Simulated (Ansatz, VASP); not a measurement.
**Cross-check of In2As2H3 (InAs wire along [110], 16 atoms a period, H-terminated) between VASP and Ansatz**

One calculation is typed for both programs; each brings its own data sets. How far apart do they land? Of the first pair: The structure shown is the start of the Ansatz relaxation below; VASP solves that cell, so the two are compared at the walk's first step.

Method: plane waves, with VASP 6.6.1 beside it; single point at PBE, in Ansatz 0.2.0.

## Step 1: Set-up

The cell holds 28 atoms: 8 As, 12 H and 8 In. Its edges and angles: a = 19.555 Å, b = 18.461 Å, c = 4.377 Å, α = 90.0°, β = 90.0°, γ = 90.0°. Vacuum lies along a and b. The structure's axis is c.

## Step 2: Ansatz: relaxation, PBE

Ansatz runs on its PAW soft_1 files.

The two programs are compared at the cell with which this relaxation starts, whose forces are those of its first step.

The input, input.yaml:

```yaml
crystal:
  lattice:
    - [19.555, 0.0, 0.0]
    - [0.0, 18.461, 0.0]
    - [0.0, 0.0, 4.3769909755]
  atoms:
    - { symbol: As, position: [0.377902987, 0.618539103, 0.0] }
    - { symbol: H, position: [0.404485269, 0.815812241, 0.0] }
    - { symbol: In, position: [0.457038758, 0.737086066, 0.0] }
    - { symbol: In, position: [0.457038758, 0.49999214, 0.0] }
    - { symbol: As, position: [0.694446071, 0.618539103, 0.0] }
    - { symbol: H, position: [0.740208941, 0.687092794, 0.0] }
    - { symbol: In, position: [0.773581842, 0.49999214, 0.0] }
    - { symbol: H, position: [0.173868576, 0.49999214, 0.210858508] }
    - { symbol: H, position: [0.826135331, 0.49999214, 0.332046358] }
    - { symbol: As, position: [0.219631446, 0.49999214, 0.5] }
    - { symbol: H, position: [0.246213727, 0.302719002, 0.5] }
    - { symbol: H, position: [0.246213727, 0.697265278, 0.5] }
    - { symbol: In, position: [0.298767216, 0.381445176, 0.5] }
    - { symbol: In, position: [0.298767216, 0.618539103, 0.5] }
    - { symbol: As, position: [0.536174529, 0.262898213, 0.5] }
    - { symbol: As, position: [0.536174529, 0.737086066, 0.5] }
    - { symbol: As, position: [0.536174529, 0.49999214, 0.5] }
    - { symbol: H, position: [0.581937399, 0.194344522, 0.5] }
    - { symbol: H, position: [0.581937399, 0.805639758, 0.5] }
    - { symbol: In, position: [0.6153103, 0.381445176, 0.5] }
    - { symbol: In, position: [0.6153103, 0.618539103, 0.5] }
    - { symbol: H, position: [0.826135331, 0.49999214, 0.667953642] }
    - { symbol: H, position: [0.173868576, 0.49999214, 0.789141492] }
    - { symbol: As, position: [0.377902987, 0.381445176, 0.0] }
    - { symbol: H, position: [0.404485269, 0.184172038, 0.0] }
    - { symbol: In, position: [0.457038758, 0.262898213, 0.0] }
    - { symbol: As, position: [0.694446071, 0.381445176, 0.0] }
    - { symbol: H, position: [0.740208941, 0.312891485, 0.0] }
kpoints:
  mp_grid: { grid: [1, 1, 19] }
scf:
  occupations: { method: fermi_dirac, width: 0.05 }
hamiltonian:
  xc: pbe
  pseudopotentials: { kind: paw, azcp: { folder: soft_1 } }
relax:
  cell: { fix: [a, b, alpha, beta, gamma] }
  max_steps: 45
  f_tol: 0.03
```

Started as:

```sh
$ ansatz run input.yaml --threads 8 --pin off --max-ram 16384MiB --backend cpu --events-out ev --progress --plain --runs-dir out
```

Numbers of over 12 decimals in the logs are rounded to 6 here.

The program printed:

```text
Engine: ansatz 0.2.0, aarch64-unknown-linux-gnu
Pseudopotentials: kind: paw
Pseudopotential: As, paw, valence charge 15, recommended cutoff 420 eV (normal), soft_1/As.paw.azcp
Pseudopotential: H, paw, valence charge 1, recommended cutoff 420 eV (normal), soft_1/H.paw.azcp
Pseudopotential: In, paw, valence charge 13, recommended cutoff 420 eV (normal), soft_1/In.paw.azcp
Functional definition: PBE
  parameter kappa = 0.804
  parameter beta = 0.066725
  exchange = pbe_x(kappa = kappa, mu = beta*pi^2/3)
  correlation = pbe_c(beta = beta)
Crystal: 28 atoms, lattice volume = 1580.115 Å³
Basis set: ecut = 420 eV, 30891 PW (Γ), exchange–correlation on 270×250×60 points (8 copies of the dense FFT grid, shifted against one another)
Bands: 146, of which v1, the nominal top of the filled ones, is band 118 counted from 1 (117 counted from 0)
Symmetry: 4 space group operations
Space group: Pmm2 (ITA 25), of the structure as read, at distance tolerance 1.2e-4 Å
k-points: 10 of 19
Non-local potential: As, projectors of the file, l = 0: 2, l = 1: 2, l = 2: 3, l = 3: 1
Non-local potential: H, projectors of the file, l = 0: 2, l = 1: 1
Non-local potential: In, projectors of the file, l = 0: 2, l = 1: 2, l = 2: 2, l = 3: 1
PAW form: soft (Blöchl's): semilocal exchange-correlation on the pseudo side does not see the compensation charge
PAW one-centre angular grid: As, 590 points (default); XC on 64 Gauss nodes
PAW one-centre angular grid: H, 110 points (default); XC on 64 Gauss nodes
PAW one-centre angular grid: In, 590 points (default); XC on 64 Gauss nodes
Initial density: superposition of atomic densities (neutral atoms: chi_scale 0, normalization atom)
Initial wavefunctions: pseudopotential atomic-orbital guess
Functional: x = pbe(κ = 0.804, μ = 0.219515), c = pbe(β = 0.066725)
SCF iter   1: F=—  HF=-83825.316497 eV  |F-HF|=—  |Δ(HF+E_count)|=         —  Δρ=2.81e-2  dr2=1.62e1  ethr=3.10e-3  ⟨swp⟩=6.6  Hψ=6123  notcnv=0  defer=44
preconditioner: auto → Resta (q_TF=auto, 1.987 Å⁻¹)  ε∞=1.8  [insulator: Δε(μ)=1.061 eV  Ē_g=13.047 eV  σ=0.050 eV  W_gap=1.00  n_scr=220 (ndim 8)  ℏωp=11.7 eV  f_vac=0.585  D(μ)=0.00/eV (n_scr^D=0)  ε∞_Penn≈1.8  vacuum switching on, ρ_ref=1.2e-2 e/Å³]
SCF iter   2: F=—  HF=-83821.149280 eV  |F-HF|=—  |Δ(HF+E_count)|=    4.17e0  Δρ=1.11e-2  dr2=3.25e0  ethr=3.10e-3  ⟨swp⟩=3.2  Hψ=2444  notcnv=0  defer=201
SCF iter   3: F=—  HF=-83821.029137 eV  |F-HF|=—  |Δ(HF+E_count)|=   1.20e-1  Δρ=6.60e-3  dr2=2.43e0  ethr=1.38e-3  ⟨swp⟩=3.6  Hψ=2118  notcnv=0  defer=167
SCF iter   4: F=—  HF=-83820.579402 eV  |F-HF|=—  |Δ(HF+E_count)|=   4.50e-1  Δρ=2.23e-3  dr2=3.02e-1  ethr=1.03e-3  ⟨swp⟩=3.2  Hψ=2066  notcnv=0  defer=196
SCF iter   5: F=—  HF=-83820.563278 eV  |F-HF|=—  |Δ(HF+E_count)|=   1.61e-2  Δρ=1.27e-3  dr2=1.25e-1  ethr=1.28e-4  ⟨swp⟩=3.8  Hψ=1940  notcnv=0  defer=182
SCF iter   6: F=—  HF=-83820.554202 eV  |F-HF|=—  |Δ(HF+E_count)|=   9.08e-3  Δρ=6.27e-4  dr2=1.48e-2  ethr=5.28e-5  ⟨swp⟩=2.6  Hψ=1660  notcnv=0  defer=180
SCF iter   7: F=—  HF=-83820.553743 eV  |F-HF|=—  |Δ(HF+E_count)|=   4.59e-4  Δρ=3.33e-4  dr2=3.26e-3  ethr=6.27e-6  ⟨swp⟩=1.5  Hψ=1665  notcnv=0  defer=179
SCF iter   8: F=—  HF=-83820.554312 eV  |F-HF|=—  |Δ(HF+E_count)|=   5.69e-4  Δρ=8.83e-5  dr2=1.58e-4  ethr=1.38e-6  ⟨swp⟩=2.0  Hψ=1551  notcnv=0  defer=179
SCF iter   9: F=—  HF=-83820.554446 eV  |F-HF|=—  |Δ(HF+E_count)|=   1.34e-4  Δρ=2.35e-5  dr2=1.41e-5  ethr=6.70e-8  ⟨swp⟩=2.0  Hψ=2464  notcnv=0  defer=179
SCF iter  10: F=—  HF=-83820.554341 eV  |F-HF|=—  |Δ(HF+E_count)|=   1.05e-4  Δρ=8.81e-6  dr2=3.67e-6  ethr=5.99e-9  ⟨swp⟩=2.0  Hψ=2499  notcnv=0  defer=179
SCF iter  11: F=—  HF=-83820.554342 eV  |F-HF|=—  |Δ(HF+E_count)|=   1.19e-6  Δρ=3.17e-6  dr2=2.63e-7  ethr=1.55e-9  ⟨swp⟩=2.0  Hψ=1577  notcnv=0  defer=179
SCF iter  12: F=-83820.554343 eV  HF=-83820.554343 eV  |F-HF|=4.19e-8  |Δ(HF+E_count)|=   2.43e-7  Δρ=1.35e-6  dr2=8.84e-8  ethr=4.24e-11  ⟨swp⟩=4.5  Hψ=4250  notcnv=0
SCF 1 converged in 12 iterations: F = -83820.554343 eV  dr2 = 8.84e-8
  greatest PAW one-centre occupation: 0.999 electrons in one spin orbital (limit 2), on the As atom at site 9 (counted from 0), in its partial waves of l = 2
relax step   1: F+E_penalty+E_count = -83820.55434255 eV  Δ(F+E_penalty+E_count) = +0.000e0 eV  max|allowed force component| = 1.110e0 eV/Å  Δτ_max = 0.0000 Å  P = -0.097 GPa  Ω = 1580.115 Å³  fix = [a, b, alpha, beta, gamma]  reactions: a -0.187, b -0.356 GPa  (12 SCF iters, dr2 threshold 1.00e-7 eV, accepted)
[...]
relax step   6: F+E_penalty+E_count = -83821.44198023 eV  Δ(F+E_penalty+E_count) = -1.686e-3 eV  max|allowed force component| = 1.910e-2 eV/Å  Δτ_max = 0.0370 Å  P = -0.004 GPa  Ω = 1609.585 Å³  energy of the carried Pulay correction = -3.263e-3 eV  fix = [a, b, alpha, beta, gamma]  reactions: a -0.007, b -0.004 GPa  (7 SCF iters, dr2 threshold 2.48e-7 eV, accepted)
[...]
relax step   7: F+E_penalty+E_count = -83821.44560451 eV  Δ(F+E_penalty+E_count) = -3.624e-3 eV  max|allowed force component| = 1.937e-2 eV/Å  Δτ_max = 0.0000 Å  P = -0.002 GPa  Ω = 1609.585 Å³  fix = [a, b, alpha, beta, gamma]  reactions: a -0.006, b -0.003 GPa  stress off target by 2.66e-3 GPa on what of the cell is left free  SCF on the basis re-selected at this cell (its energy is not comparable with the rows above)  (7 SCF iters)
basis re-selected at this cell: Δ(F+E_penalty+E_count) = -3.624e-3 eV, ΔP = +0.002 GPa vs the last step (what re-selecting the basis moved, of the pressure what is left beyond the Pulay correction that the steps carried, after the strain that the cell walked since its last selection, with what the two solves' SCF thresholds leave and, on support functions, any second-order correction that the steps lacked; it is no m [...]
SCF converged after 7 iterations
Free energy (F): -83821.445605 eV
Harris-Foulkes:  -83821.445604 eV  (|F-HF|=2.97e-8)
Internal energy: -83821.444748 eV  (E = F + TS)
E sigma→0 (E₀):  -83821.445176 eV
Entropy (-TS):   -0.000857 eV (-0.031 meV/atom)
Fermi energy:    -0.503972 eV
--- Per-component energies (eV) ---
  E_band       = -4577.296263
  E_kinetic    = 2674.998578
  E_local      = -125822.198640  (includes V_loc(G=0)·N_el)
  E_nonlocal   = -522.519330
  E_hartree    = 61825.801518
  E_xc         = -1802.378552
  E_vxc        = -1427.700101  (∫ρ·V_xc dr)
  E_paw        = -49793.104989  (= ΣΔE_a)
  E_vpaw       = -3131.473655  (= ΣTr[D̂ρ^β])
  E_aug_tail   = -0.009484  (compensation charges beyond the density's cutoff)
  E_ewald      = 29617.966151
  E_smearing   = -0.000857  (= −TS)
  E_closure    = 0.000000  (closes the sum)
  Σ components = -83821.445605   (vs F -83821.445605, Δ=0.00e0)
--- Forces (eV/Å), atoms counted from 1 ---
  atom   1  As     0.00034219     0.00433032    -0.00000000
  atom   2  H      0.00280051    -0.00452928     0.00000000
  atom   3  In     0.00379719     0.00449898    -0.00000000
  atom   4  In    -0.01037696    -0.00000000     0.00000000
  atom   5  As     0.00462223     0.00861200    -0.00000000
  atom   6  H     -0.00360821    -0.01936838     0.00000000
  atom   7  In    -0.00786569    -0.00000000     0.00000000
  atom   8  H     -0.00170902    -0.00000000     0.00024826
  atom   9  H      0.00249243     0.00000000     0.00160529
  atom  10  As     0.00918969     0.00000000    -0.00000000
  atom  11  H      0.00897162     0.00434801    -0.00000000
  atom  12  H      0.00897162    -0.00434801    -0.00000000
  atom  13  In    -0.01435172    -0.00422305     0.00000000
  atom  14  In    -0.01435172     0.00422305     0.00000000
  atom  15  As    -0.00017872    -0.00293427     0.00000000
  atom  16  As    -0.00017872     0.00293427    -0.00000000
  atom  17  As     0.01397517     0.00000000    -0.00000000
  atom  18  H     -0.00125519    -0.00061148     0.00000000
  atom  19  H     -0.00125519     0.00061148     0.00000000
  atom  20  In    -0.00438125    -0.00158108     0.00000000
  atom  21  In    -0.00438125     0.00158108     0.00000000
  atom  22  H      0.00249243     0.00000000    -0.00160529
  atom  23  H     -0.00170902    -0.00000000    -0.00024826
  atom  24  As     0.00034219    -0.00433032     0.00000000
  atom  25  H      0.00280051     0.00452928    -0.00000000
  atom  26  In     0.00379719    -0.00449898     0.00000000
  atom  27  As     0.00462223    -0.00861200     0.00000000
  atom  28  H     -0.00360821     0.01936838    -0.00000000
  max |Σ_I F_I| component: 6.32e-6 eV/Å
--- Stress (GPa, compression-positive) ---
       -0.005755      -0.000000       0.000000
       -0.000000      -0.003088      -0.000000
        0.000000      -0.000000       0.002660
  P = ⅓ Tr σ = -0.0021 GPa (-0.021 kbar)
--- Relaxed structure (6 steps of the walk, 6 accepted, 1 SCFs on fresh bases) ---
  F+E_penalty+E_count = -83821.44560451 eV   max|allowed force component| = 1.937e-2 eV/Å   (the final SCF, on the basis selected at the relaxed cell)
  cell:  # Å, volume = 1609.5853 Å³
    - [19.555, 0, 0]
    - [0, 18.461, 0]
    - [0, 0, 4.458625]
  atoms:
    - { symbol: As, position: [0.378008, 0.620624, 1.1854449448284778e-19] }
    - { symbol: H, position: [0.406943, 0.822355, 1.1854449448284778e-19] }
    - { symbol: In, position: [0.453245, 0.741798, 1.1854449448284778e-19] }
    - { symbol: In, position: [0.454432, 0.5, 1.1854449448284778e-19] }
    - { symbol: As, position: [0.691347, 0.605023, 1.1854449448284778e-19] }
    - { symbol: H, position: [0.727740, 0.678335, 1.1854449448284778e-19] }
    - { symbol: In, position: [0.791860, 0.5, 1.1854449448284778e-19] }
    - { symbol: H, position: [0.185641, 0.5, 0.247943] }
    - { symbol: H, position: [0.829578, 0.5, 0.356398] }
    - { symbol: As, position: [0.238213, 0.5, 0.5] }
    - { symbol: H, position: [0.242158, 0.297979, 0.5] }
    - { symbol: H, position: [0.242158, 0.702021, 0.5] }
    - { symbol: In, position: [0.301569, 0.368172, 0.5] }
    - { symbol: In, position: [0.301569, 0.631828, 0.5] }
    - { symbol: As, position: [0.530027, 0.271850, 0.5] }
    - { symbol: As, position: [0.530027, 0.728150, 0.5] }
    - { symbol: As, position: [0.532005, 0.5, 0.5] }
    - { symbol: H, position: [0.576592, 0.205500, 0.5] }
    - { symbol: H, position: [0.576592, 0.794500, 0.5] }
    - { symbol: In, position: [0.614598, 0.384847, 0.5] }
    - { symbol: In, position: [0.614598, 0.615153, 0.5] }
    - { symbol: H, position: [0.829578, 0.5, 0.643602] }
    - { symbol: H, position: [0.185641, 0.5, 0.752057] }
    - { symbol: As, position: [0.378008, 0.379376, 1.1854449448284778e-19] }
    - { symbol: H, position: [0.406943, 0.177645, 1.1854449448284778e-19] }
    - { symbol: In, position: [0.453245, 0.258202, 1.1854449448284778e-19] }
    - { symbol: As, position: [0.691347, 0.394977, 1.1854449448284778e-19] }
    - { symbol: H, position: [0.727740, 0.321665, 1.1854449448284778e-19] }
```

In the SCF lines HF is the Harris–Foulkes energy and dr2 the Hartree energy of the density residual, in eV; the loop may stop once dr2 is under the threshold and the program's other checks hold. Hψ counts applications of the Hamiltonian.

(Continued in part 2 of 3.)

[Lines on the potential files, build, host, timing and source positions are cut from VASP's logs without a mark.]

[Logs are printed without paths, hosts, clocks, repeated set-up lines and the standing remarks that a program may print on its own settings, such as how far it seeks lower states.]

[Hosts, paths, dates, database ids (printed as entryN), source tags and the programs' standing remarks are cut or masked in the printed files.]
